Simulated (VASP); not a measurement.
**MoS2: relaxation of cell and atoms with rev-vdW-DF2**

Slab: MoS2, a slab with vacuum.

```xyz
6
Lattice="3.1690 0.0000 0.0000 -1.5845 2.7444 0.0000 0.0000 0.0000 27.2923" Properties=species:S:1:pos:R:3 pbc="T T T"
S     0.0000    1.8296    9.0000
S     0.0000    1.8296   12.1303
S     1.5845    0.9148   15.1620
S     1.5845    0.9148   18.2923
Mo    1.5845    0.9148   10.5651
Mo    0.0000    1.8296   16.7271
```

- Program: VASP 6.6.1
- Task: relaxation of cell and atoms
- Functional: rev-vdW-DF2
- Potentials or basis: VASP PAW PBE potentials, release 64 (S, Mo_sv)
- Cutoff: 600 eV
- k mesh: 12 × 12 × 1
- Occupations: gaussian, width 0.03 eV
- Spin: no spin polarisation
- Further INCAR settings: ALGO = Normal; EDIFF = 1e-06; IBRION = 2; EDIFFG = -0.01; NSW = 90; ISIF = 3

```json
{"Relaxed volume": "39.50 Å³/atom", "Relaxed cell": "a = 3.167 Å, b = 3.167 Å, c = 27.292 Å, α = 90.00°, β = 90.00°, γ = 120.00°", "Space group after relaxing (to 0.05 Å)": "P-3m1 (No. 164)", "Energy gained by relaxing": "0.1 meV/atom", "Ionic steps": "5", "Largest force after relaxing": "0.004 eV/Å", "Band gap on the k mesh": "1.26 eV, indirect (least direct gap 1.71 eV)"}
```

Forces on the atoms (eV/Å):
```
S    0.000  0.000 -0.003
S    0.000  0.000 -0.004
S    0.000  0.000  0.004
S    0.000  0.000  0.003
Mo   0.000  0.000 -0.002
Mo   0.000  0.000  0.002
```

Step by step:
| step | energy change (eV) | largest force (eV/Å) | pressure (GPa) | volume (Å³) |
| --- | --- | --- | --- | --- |
| 1 | 0.0000 | 0.0556 | 0.04 | 237.36 |
| 2 | -0.0003 | 0.0296 | -0.01 | 237.21 |
| 3 | -0.0003 | 0.0294 | -0.01 | 237.21 |
| 4 | -0.0003 | 0.0153 | 0.00 | 236.94 |
| 5 | -0.0003 | 0.0035 | 0.01 | 237.02 |

Final structure:
```yaml
crystal:
  lattice:
    - [3.16669, 0.00000, 0.00000]
    - [-1.58334, 2.74243, 0.00000]
    - [0.00000, 0.00000, 27.29230]
  atoms:
    - { symbol: S, position: [0.33333, 0.66667, 0.32965] }
    - { symbol: S, position: [0.33333, 0.66667, 0.44458] }
    - { symbol: S, position: [0.66667, 0.33333, 0.55542] }
    - { symbol: S, position: [0.66667, 0.33333, 0.67035] }
    - { symbol: Mo, position: [0.66667, 0.33333, 0.38708] }
    - { symbol: Mo, position: [0.33333, 0.66667, 0.61292] }
```

Levels at points of the mesh, in eV from the valence-band top:
| k point | band 23 | band 24 | band 25 | band 26 | band 27 | band 28 | band 29 | band 30 |
| --- | --- | --- | --- | --- | --- | --- | --- | --- |
| (0.00, 0.00, 0.00) | -1.88 | -1.74 | -0.69 | 0.00 | 2.35 | 2.35 | 2.37 | 2.37 |
| (0.50, 0.00, 0.00) | -1.41 | -1.31 | -1.10 | -1.05 | 1.84 | 1.87 | 2.28 | 2.42 |

Wall time 11 min on 2 MPI ranks on AMD EPYC 9R45 (Zen 5) (shared host), peak memory 1.3 GiB a rank.

Caveat: the PAW data sets were made with another functional, which shifts forces and pressure a little.
